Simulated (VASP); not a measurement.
Consider the following.

```
Nb
1.0
   -1.66830     1.66830     1.66830
    1.66830    -1.66830     1.66830
    1.66830     1.66830    -1.66830
Nb
1
Direct
  0.00000   0.00000   0.00000
```

These are optB88-vdW, VASP's PBE PAW potentials (set 64) (plane waves; VASP 6.6.1) values and carry that method's errors. Numerical set-up: 520 eV cut-off, 15×15×15 Γ-centred mesh, first-order Methfessel-Paxton smearing of 0.10 eV, potentials Nb_sv.

**Question.** Give the stress tensor in GPa (positive for a compressed cell).

**Answer.** 
```
-4.71   0.00   0.00
 0.00  -4.71   0.00
 0.00   0.00  -4.71
```
The pressure is its mean diagonal, -4.71 GPa.

The compound is Nb in the bcc structure. This cell is one point of a volume scan, at 1.03 of the reference volume.
